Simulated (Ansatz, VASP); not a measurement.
# HfC in two plane-wave programs, part 2 of 2

Wanted: the spread between two codes on one cell, functional and k mesh. The cell is taken from a series of runs on this material, whose earlier steps may have relaxed, scaled, displaced or heated it; both programs get it as it stands.

VASP 6.6.1 and Ansatz 0.2.0.

So far: The starting structure; Ansatz: zone-centre phonons, LDA.

### 3. VASP: zone-centre phonons, LDA

Level of this step: LDA; plane waves and PAW (C, Hf_pv) (VASP).

The same cell, functional (in two slightly different forms), mesh and smearing now go to VASP, with its own data sets.

Lines of VASP's logs that name or quote its potential files are left out, and so is its time.

Input file INCAR:

```
SYSTEM = HfC
PREC = Accurate
ENCUT = 600
EDIFF = 1E-08
NELM = 120
ISMEAR = 1
SIGMA = 0.2
LREAL = .FALSE.
ALGO = Normal
GGA = CA
NBANDS = 13
LASPH = .TRUE.
LORBIT = 11
LWAVE = .FALSE.
LCHARG = .FALSE.
ISIF = 2
IBRION = 8
GGA_COMPAT = .FALSE.
KPAR = 2
```

Input file POSCAR:

```
HfC
1.0
    0.0000000000      2.2635088727      2.2954161058
    2.2635088727      0.0000000000      2.2954161058
    2.2635088727      2.2635088727      0.0000000000
C Hf
1 1
Direct
    0.0000000000      0.0000000000      0.0000000000
    0.5000000000      0.5000000000      0.5000000000
```

Input file KPOINTS:

```
Automatic mesh
0
Gamma
16 16 16
0 0 0
```

Potentials, in the order of the species: C and Hf_pv (LDA family, release 64).

On the command line:

```
$ mpirun -np 2 vasp_std
```

Numbers of over 12 decimals in the logs are rounded to 6 here.

Output:

```text
[banner, memory and clock lines left out]
running    2 mpi-ranks, on    1 nodes
 distrk:  each k-point on    1 cores,    2 groups
 distr:  one band on    1 cores,    1 groups

 POSCAR found type information on POSCAR C Hf
 POSCAR found :  2 types and       2 ions
 LDA part: xc-table for (Slater(with rela. corr.)+CA(PZ))
 , standard interpolation
 POSCAR, INCAR and KPOINTS ok, starting setup
 FFT: planning ... GRIDC
 FFT: planning ... GRID_SOFT
 FFT: planning ... GRID
 WAVECAR not read
 entering main loop
       N       E                     dE             d eps       ncg     rms          rms(c)
DAV:   1     0.234576216569E+02    0.23458E+02   -0.85782E+03  9090   0.119E+03
DAV:   2    -0.243288053599E+02   -0.47786E+02   -0.44958E+02 11359   0.222E+02
DAV:   3    -0.259986554329E+02   -0.16699E+01   -0.16611E+01 11337   0.296E+01
DAV:   4    -0.260077623726E+02   -0.91069E-02   -0.91053E-02 10240   0.258E+00
DAV:   5    -0.260078256636E+02   -0.63291E-04   -0.63289E-04 11460   0.195E-01    0.653E+01
DAV:   6    -0.229687094234E+02    0.30391E+01   -0.13632E+01 10444   0.197E+01    0.460E+01
DAV:   7    -0.229037794005E+02    0.64930E-01   -0.58795E-01 10574   0.543E+00    0.253E+01
DAV:   8    -0.228889690097E+02    0.14810E-01   -0.52594E-02 11069   0.178E+00    0.515E+00
DAV:   9    -0.228842636021E+02    0.47054E-02   -0.22969E-02 10819   0.803E-01    0.182E+00
DAV:  10    -0.228838218233E+02    0.44178E-03   -0.16473E-03 11007   0.298E-01    0.555E-02
DAV:  11    -0.228838213855E+02    0.43780E-06   -0.70925E-05 10759   0.757E-02    0.610E-02
DAV:  12    -0.228838211244E+02    0.26112E-06   -0.16704E-06 11508   0.109E-02    0.257E-02
DAV:  13    -0.228838208941E+02    0.23030E-06   -0.59743E-07 10794   0.430E-03    0.141E-03
DAV:  14    -0.228838208971E+02   -0.30329E-08   -0.19425E-08  9870   0.115E-03
   1 F= -.22883821E+02 E0= -.22883641E+02  d E =-.539879E-03
 Linear response reoptimize wavefunctions to high precision
DAV:   1    -0.228838208975E+02   -0.36835E-09   -0.71527E-10  7838   0.238E-04
DAV:   2    -0.228838208975E+02    0.13642E-10   -0.96294E-11  5942   0.873E-05
 Linear response DOF=           4
 Linear response progress:
  Degree of freedom:   1/  4
       N       E                     dE             d eps       ncg     rms          rms(c)
RMM:   1    -0.124828158564E+00   -0.12483E+00    0.15932E-02 35427   0.197E+00
RMM:   2    -0.119354232361E+00    0.54739E-02   -0.37600E-03 25874   0.374E-01    0.490E-01
RMM:   3    -0.119666701888E+00   -0.31247E-03   -0.76995E-04 23547   0.159E-01    0.254E-01
RMM:   4    -0.120656681122E+00   -0.98998E-03   -0.46338E-04 23978   0.120E-01    0.401E-02
RMM:   5    -0.120651664457E+00    0.50167E-05   -0.11986E-05 26614   0.256E-02    0.116E-02
RMM:   6    -0.120652158721E+00   -0.49426E-06   -0.37824E-07 28685   0.413E-03    0.436E-03
RMM:   7    -0.120639670609E+00    0.12488E-04   -0.10145E-07 27708   0.219E-03    0.277E-03
RMM:   8    -0.120643054515E+00   -0.33839E-05   -0.11984E-08 29560   0.666E-04    0.264E-04
RMM:   9    -0.120642468739E+00    0.58578E-06   -0.51530E-10 30995   0.122E-04    0.207E-04
RMM:  10    -0.120642463668E+00    0.50703E-08    0.64173E-11 31680   0.307E-05    0.377E-05
 first order change of Fermi-energy  -0.11286E-02
 force on displaced ion       1 direction 1 : -10.013   0.000   0.000
 Linear response progress:
  Degree of freedom:   2/  4
       N       E                     dE             d eps       ncg     rms          rms(c)
RMM:   1    -0.123285479771E+00   -0.12329E+00    0.20515E-02 19811   0.193E+00
RMM:   2    -0.118721498302E+00    0.45640E-02   -0.34083E-03 14554   0.359E-01    0.418E-01
RMM:   3    -0.119035881977E+00   -0.31438E-03   -0.70985E-04 13109   0.153E-01    0.215E-01
RMM:   4    -0.119991082972E+00   -0.95520E-03   -0.44212E-04 13353   0.116E-01    0.363E-02
RMM:   5    -0.119991104362E+00   -0.21390E-07   -0.10980E-05 14968   0.242E-02    0.110E-02
RMM:   6    -0.119989998325E+00    0.11060E-05   -0.35933E-07 15972   0.403E-03    0.426E-03
RMM:   7    -0.119979157511E+00    0.10841E-04   -0.85577E-08 15507   0.198E-03    0.270E-03
RMM:   8    -0.119981526588E+00   -0.23691E-05   -0.10711E-08 16558   0.610E-04    0.319E-04
RMM:   9    -0.119981278404E+00    0.24818E-06   -0.56135E-09 17216   0.102E-04    0.185E-04
RMM:  10    -0.119981269922E+00    0.84821E-08   -0.11413E-08 17584   0.281E-05    0.280E-05
 first order change of Fermi-energy   0.28141E-02
 force on displaced ion       1 direction 3 :   0.000   0.000  -8.250
 Linear response progress:
  Degree of freedom:   3/  4
       N       E                     dE             d eps       ncg     rms          rms(c)
RMM:   1    -0.211548471727E+00   -0.21155E+00    0.38103E+00 18026   0.118E+01
RMM:   2    -0.206800922898E+00    0.47475E-02   -0.30067E-02 24937   0.126E+00    0.576E-01
RMM:   3    -0.206124052219E+00    0.67687E-03   -0.94887E-04 30859   0.148E-01    0.243E-01
RMM:   4    -0.205643518200E+00    0.48053E-03   -0.81350E-05 33188   0.517E-02    0.144E-01
RMM:   5    -0.205246948782E+00    0.39657E-03   -0.29627E-05 33819   0.353E-02    0.146E-02
RMM:   6    -0.205244776659E+00    0.21721E-05   -0.16456E-06 33279   0.106E-02    0.714E-03
RMM:   7    -0.205253526582E+00   -0.87499E-05   -0.25505E-07 36328   0.248E-03    0.705E-03
RMM:   8    -0.205254598334E+00   -0.10718E-05   -0.37146E-06 36475   0.605E-04    0.185E-03
RMM:   9    -0.205255232401E+00   -0.63407E-06   -0.27632E-06 36530   0.300E-04    0.168E-04
RMM:  10    -0.205255546923E+00   -0.31452E-06   -0.17402E-06 35881   0.112E-04    0.101E-04
RMM:  11    -0.205255602831E+00   -0.55907E-07   -0.78125E-07 38554   0.486E-05    0.824E-05
RMM:  12    -0.205255628504E+00   -0.25673E-07   -0.41680E-07 36414   0.278E-05    0.276E-05
RMM:  13    -0.205255639859E+00   -0.11355E-07   -0.23431E-07 33813   0.198E-05    0.100E-06
RMM:  14    -0.205255639165E+00    0.69342E-09   -0.14658E-07 27626   0.159E-05    0.102E-05
RMM:  15    -0.205255641726E+00   -0.25604E-08   -0.89258E-08 25421   0.140E-05    0.469E-06
 first order change of Fermi-energy   0.14362E-02
 force on displaced ion       2 direction 1 : -10.010   0.000   0.000
 Linear response progress:
  Degree of freedom:   4/  4
       N       E                     dE             d eps       ncg     rms          rms(c)
RMM:   1    -0.212820591596E+00   -0.21282E+00    0.36809E+00 10257   0.117E+01
RMM:   2    -0.208259389071E+00    0.45612E-02   -0.29782E-02 14052   0.125E+00    0.522E-01
RMM:   3    -0.207642929432E+00    0.61646E-03   -0.91977E-04 17162   0.143E-01    0.206E-01
RMM:   4    -0.207209514506E+00    0.43341E-03   -0.70747E-05 18397   0.466E-02    0.131E-01
RMM:   5    -0.206814839884E+00    0.39467E-03   -0.27304E-05 18769   0.337E-02    0.132E-02
RMM:   6    -0.206809882343E+00    0.49575E-05    0.54694E-08 18793   0.980E-03    0.567E-03
RMM:   7    -0.206820874960E+00   -0.10993E-04   -0.10813E-07 19920   0.225E-03    0.606E-03
RMM:   8    -0.206822027633E+00   -0.11527E-05   -0.20344E-06 20429   0.532E-04    0.143E-03
RMM:   9    -0.206822363401E+00   -0.33577E-06   -0.23904E-06 20336   0.253E-04    0.111E-04
RMM:  10    -0.206822662582E+00   -0.29918E-06   -0.14569E-06 20057   0.934E-05    0.759E-05
RMM:  11    -0.206822704295E+00   -0.41714E-07   -0.66557E-07 21659   0.392E-05    0.653E-05
RMM:  12    -0.206822724264E+00   -0.19969E-07   -0.38152E-07 19370   0.217E-05    0.149E-05
RMM:  13    -0.206822729076E+00   -0.48115E-08   -0.20712E-07 17669   0.162E-05    0.639E-07
RMM:  14    -0.206822730534E+00   -0.14582E-08   -0.13480E-07 14406   0.137E-05    0.535E-06
RMM:  15    -0.206822732537E+00   -0.20036E-08   -0.84669E-08 13723   0.126E-05    0.492E-07
 first order change of Fermi-energy  -0.25559E-02
 force on displaced ion       2 direction 3 :   0.000   0.000  -8.248
 Linear response finished
```

Parts of OUTCAR (step 3):

```text
ion  position               nearest neighbor table
   1  0.000  0.000  0.000-   2 2.26   2 2.26   2 2.26   2 2.26   2 2.30   2 2.30
   2  0.500  0.500  0.500-   1 2.26   1 2.26   1 2.26   1 2.26   1 2.30   1 2.30

  LATTYP: Found a body centered tetragonal cell.
 ALAT       =     3.2010849463
 C/A-ratio  =     1.4341488241

 Subroutine GETGRP returns: Found 16 space group operations
 (whereof 16 operations were pure point group operations)

The static configuration has the point symmetry D_4h.

 Found    349 irreducible k-points:

   k-points           NKPTS =    349   k-points in BZ     NKDIM =    349   number of bands    NBANDS=     13

   dimension x,y,z NGX =    28 NGY =   28 NGZ =   28
   dimension x,y,z NGXF=    56 NGYF=   56 NGZF=   56

   ENCUT  =  600.0 eV  44.10 Ry    6.64 a.u.   6.44  6.44  6.39*2*pi/ulx,y,z

   NELECT =      14.0000    total number of electrons

 k-points in reciprocal lattice and weights: Automatic mesh
   0.00000000  0.00000000  0.00000000       0.000
   0.06250000  0.00000000  0.00000000       0.002
   0.12500000  0.00000000  0.00000000       0.002
   0.18750000  0.00000000  0.00000000       0.002
   0.25000000  0.00000000  0.00000000       0.002
   0.31250000 -0.00000000  0.00000000       0.002
   0.37500000  0.00000000  0.00000000       0.002
   0.43750000 -0.00000000  0.00000000       0.002
   0.50000000  0.00000000  0.00000000       0.001
[...]
-0.31250000  0.18750000  0.50000000       0.001
  -0.25000000  0.25000000  0.50000000       0.000

 average (electrostatic) potential at core
       1 -51.3251       2 -34.8788

  Total        1.0889939      1.0889939      0.0816699      0.0000000      0.0000000     -0.0000000
  in kB       74.1788662     74.1788662      5.5630964      0.0000000      0.0000000     -0.0000000
  external PRESSURE =      51.3069430 kB  Pullay stress =       0.0000000 kB

  energy-cutoff  :      600.00
  volume of cell :       23.52
      direct lattice vectors                 reciprocal lattice vectors
     0.000000000  2.263508873  2.295416106    -0.220895975  0.220895975  0.217825430
     2.263508873  0.000000000  2.295416106     0.220895975 -0.220895975  0.217825430
     2.263508873  2.263508873  0.000000000     0.220895975  0.220895975 -0.217825430

 POSITION                                       TOTAL-FORCE (eV/Angst)
 -----------------------------------------------------------------------------------
      0.00000      0.00000      0.00000         0.000000      0.000000      0.000000
      2.26351      2.26351      2.29542        -0.000000     -0.000000     -0.000000
 -----------------------------------------------------------------------------------
    total drift:                                0.000000      0.000000      0.000000

 Eigenvectors and eigenvalues of the dynamical matrix
 ----------------------------------------------------

   1 f  =   14.745950 THz    92.651535 2PiTHz  491.871938 cm-1    60.984320 meV
             X         Y         Z           dx          dy          dz
      0.000000  0.000000  0.000000     0.967969   -0.000000    0.000000
      2.263509  2.263509  2.295416    -0.251070    0.000000    0.000000

   2 f  =   14.745950 THz    92.651535 2PiTHz  491.871938 cm-1    60.984320 meV
             X         Y         Z           dx          dy          dz
      0.000000  0.000000  0.000000     0.000000    0.967969   -0.000000
      2.263509  2.263509  2.295416     0.000000   -0.251070    0.000000

   3 f  =   13.384967 THz    84.100230 2PiTHz  446.474452 cm-1    55.355752 meV
             X         Y         Z           dx          dy          dz
      0.000000  0.000000  0.000000     0.000000   -0.000000   -0.967970
      2.263509  2.263509  2.295416     0.000000   -0.000000    0.251066

   4 f/i=    0.000409 THz     0.002567 2PiTHz    0.013626 cm-1     0.001689 meV
             X         Y         Z           dx          dy          dz
      0.000000  0.000000  0.000000     0.204294    0.145945    0.000000
      2.263509  2.263509  2.295416     0.787630    0.562674    0.000000

   5 f/i=    0.000409 THz     0.002567 2PiTHz    0.013626 cm-1     0.001689 meV
             X         Y         Z           dx          dy          dz
      0.000000  0.000000  0.000000     0.145945   -0.204294   -0.000000
      2.263509  2.263509  2.295416     0.562674   -0.787630   -0.000000

   6 f/i=    0.000425 THz     0.002667 2PiTHz    0.014161 cm-1     0.001756 meV
             X         Y         Z           dx          dy          dz
      0.000000  0.000000  0.000000     0.000000   -0.000000    0.251066
      2.263509  2.263509  2.295416     0.000000   -0.000000    0.967970

 ELASTIC MODULI CONTR FROM IONIC RELAXATION (kBar)
 Direction    XX          YY          ZZ          XY          YZ          ZX
 --------------------------------------------------------------------------------
 XX           0.0000      0.0000      0.0000      0.0000      0.0000      0.0000
 YY           0.0000      0.0000      0.0000      0.0000      0.0000      0.0000
 ZZ           0.0000      0.0000      0.0000      0.0000      0.0000      0.0000
 XY           0.0000      0.0000      0.0000      0.0000      0.0000      0.0000
 YZ           0.0000      0.0000      0.0000      0.0000      0.0000      0.0000
 ZX           0.0000      0.0000      0.0000      0.0000      0.0000      0.0000
 --------------------------------------------------------------------------------
```

### 4. Differences

Known differences besides the potentials themselves: the two LDA forms differ slightly; the data sets hold 30 valence electrons in Ansatz (on its PAW soft_1 files) and 14 in VASP; the cutoff is 420 eV in Ansatz and 600 eV in VASP; VASP's log shows a relativistic correction to its local exchange, Ansatz's none. Total energies have different zeros and are not compared.

Compared:

```tsv
quantity	Ansatz	VASP	difference
optical mode 1 (cm⁻¹)	449.1	446.5	+0.58 %
optical mode 2 to 3 (cm⁻¹)	492.6	491.9	+0.14 %
```

Modes are paired by rising frequency, not by their patterns, so a pair may set unlike modes beside each other; they are those without the splitting of longitudinal modes.

### 5. Outcome

| Property | Result |
| --- | --- |
| r.m.s. difference of the optical zone-centre modes, each program's sorted by frequency (zone-centre phonons, LDA) | 1.6 cm⁻¹ |
| difference in optical mode 1 (zone-centre phonons, LDA) | +0.6 % |

**Reading.** The r.m.s. difference of the optical zone-centre modes, each program's sorted by frequency is 1.6 cm⁻¹ (zone-centre phonons, LDA). The data sets hold unlike numbers of valence electrons (30 in Ansatz and 14 in VASP), so part of the differences comes from the potentials. Among the rows given in per cent, the largest difference of the zone-centre phonons, LDA pair is in optical mode 1, +0.6 %. Such differences can come from data sets, numerical settings and the points named under the comparisons, not from the functional's error against experiment.

[Lines on the potential files, build, host, timing and source positions are cut from VASP's logs without a mark.]

[Logs are printed without paths, hosts, clocks, repeated set-up lines and the standing remarks that a program may print on its own settings, such as how far it seeks lower states.]

[Hosts, paths, dates, database ids (printed as entryN), source tags and the programs' standing remarks are cut or masked in the printed files.]
